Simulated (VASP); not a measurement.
Level of theory: PBEsol GGA, VASP's PBE PAW potentials (set 64) (plane waves; VASP).

Input for VASP

### KPOINTS
```
k-points along high-symmetry lines
8
Line-mode
Reciprocal
  0.000000   0.000000   0.000000 ! GAMMA
  0.000000   0.500000   0.500000 ! Y

  0.000000   0.500000   0.500000 ! Y
  0.000000   0.625162   0.374838 ! C_0

  0.000000   0.374838  -0.374838 ! SIGMA_0
  0.000000   0.000000   0.000000 ! GAMMA

  0.000000   0.000000   0.000000 ! GAMMA
  0.500000   0.000000   0.000000 ! Z

  0.500000   0.000000   0.000000 ! Z
  0.500000   0.374838  -0.374838 ! A_0

  0.500000   0.625162   0.374838 ! E_0
  0.500000   0.500000   0.500000 ! T

  0.500000   0.500000   0.500000 ! T
  0.000000   0.500000   0.500000 ! Y

  0.000000   0.000000   0.000000 ! GAMMA
  0.000000   0.500000   0.000000 ! S

  0.000000   0.500000   0.000000 ! S
  0.500000   0.500000   0.000000 ! R

  0.500000   0.500000   0.000000 ! R
  0.500000   0.000000   0.000000 ! Z

  0.500000   0.000000   0.000000 ! Z
  0.500000   0.500000   0.500000 ! T
```

File POSCAR:
```
Zn3CdSe4
1
    4.0588466297     0.0000000000     0.0000000000
    0.0000000000     4.0674747934     5.7504067447
    0.0000000000    -4.0674747934     5.7504067447
Zn Cd Se
3 1 4
Direct
  0.0000000000   0.9993755935   0.9993755935
  0.5000000000   0.9980119812   0.5018043702
  0.5000000000   0.5018043702   0.9980119812
  0.0000000000   0.5017100496   0.5017100496
  0.5000000000   0.3627552548   0.3627552548
  0.0000000000   0.3692517625   0.8922911853
  0.0000000000   0.8922911853   0.3692517625
  0.5000000000   0.8747898031   0.8747898031
```

INCAR:
```
LORBIT=11   # lm-projected
NELM=100
GGA=PS   # PBEsol
LWAVE=F
ENCUT=400   # plane-wave cut-off (eV)
SYSTEM=Zn3CdSe4
SIGMA=0.05
ICHARG=11   # fixed density
LREAL=F
ISMEAR=0
LMAXMIX=4
ALGO=Normal   # blocked Davidson
LCHARG=F
PREC=Accurate
LASPH=T   # aspherical one-centre terms
EDIFF=1E-7   # SCF stop (eV)
```

POTCAR, in this order: Zn Cd Se (PBE.64 set). Program: vasp_std. Read from the step before: CHGCAR.

The run wrote:

OSZICAR:
```
       N       E                     dE             d eps       ncg     rms          rms(c)
DAV:   1     0.513771717200E+03    0.51377E+03   -0.28906E+04  7568   0.153E+03
DAV:   2     0.335714347352E+02   -0.48020E+03   -0.46797E+03  7694   0.382E+02
DAV:   3    -0.234208807416E+02   -0.56992E+02   -0.55974E+02  8576   0.130E+02
DAV:   4    -0.252827399684E+02   -0.18619E+01   -0.18542E+01  8591   0.224E+01
DAV:   5    -0.253016809405E+02   -0.18941E-01   -0.18928E-01  8686   0.212E+00
DAV:   6    -0.253019522469E+02   -0.27131E-03   -0.27126E-03  8608   0.233E-01
DAV:   7    -0.253019589123E+02   -0.66654E-05   -0.66648E-05  8773   0.302E-02
DAV:   8    -0.253019590657E+02   -0.15341E-06   -0.15350E-06  7209   0.428E-03
DAV:   9    -0.253019590720E+02   -0.63528E-08   -0.62800E-08  6008   0.914E-04
   1 F= -.25301959E+02 E0= -.25301959E+02  d E =-.157513E-11
```

File OUTCAR:
```
 val. band max:        1.4940850760   @ k =   0.0000   0.0000   0.0000

 cond. band min:       2.3675578245   @ k =   0.0000   0.0000   0.0000



 k-point     1 :       0.0000    0.0000    0.0000
  band No.  band energies     occupation
      1     -11.7764      2.00000
      2     -11.0871      2.00000
      3     -11.0315      2.00000
      4     -10.8154      2.00000
      5      -6.4285      2.00000
      6      -6.3228      2.00000
      7      -6.2717      2.00000
      8      -6.1908      2.00000
      9      -6.1470      2.00000
     10      -5.1370      2.00000
     11      -5.1233      2.00000
     12      -5.1187      2.00000
     13      -5.0412      2.00000
     14      -5.0154      2.00000
     15      -5.0072      2.00000
     16      -4.9528      2.00000
     17      -4.8165      2.00000
     18      -4.8066      2.00000
     19      -4.7898      2.00000
     20      -4.7890      2.00000
     21      -4.7563      2.00000
     22      -4.7257      2.00000
     23      -4.7219      2.00000
     24      -4.6557      2.00000
     25      -3.7825      2.00000
     26      -3.7243      2.00000
     27      -3.1979      2.00000
     28      -0.7771      2.00000
     29      -0.7597      2.00000
     30       0.4236      2.00000
     31       0.4992      2.00000
     32       0.5573      2.00000
     33       0.6555      2.00000
     34       1.4116      2.00000
     35       1.4176      2.00000
     36       1.4941      2.00000
     37       2.3676      0.00000
     38       3.8008      0.00000
     39       3.8509      0.00000
     40       4.3369      0.00000
     41       4.8431      0.00000
     42       7.1212      0.00000
     43       7.1285      0.00000

 k-point     2 :       0.0000    0.0714    0.0714
  band No.  band energies     occupation
      1     -11.7665      2.00000
      2     -11.0877      2.00000
      3     -11.0340      2.00000
      4     -10.8266      2.00000
      5      -6.4284      2.00000
      6      -6.3269      2.00000
...
```

The density is held fixed in this step, so its total energy and stress have no physical meaning.

The structure comes from a computed database's Zn3CdSe4 entry (Amm2); how it stands against other phases isn't given here. It was relaxed first, which changed the volume by -6 %.
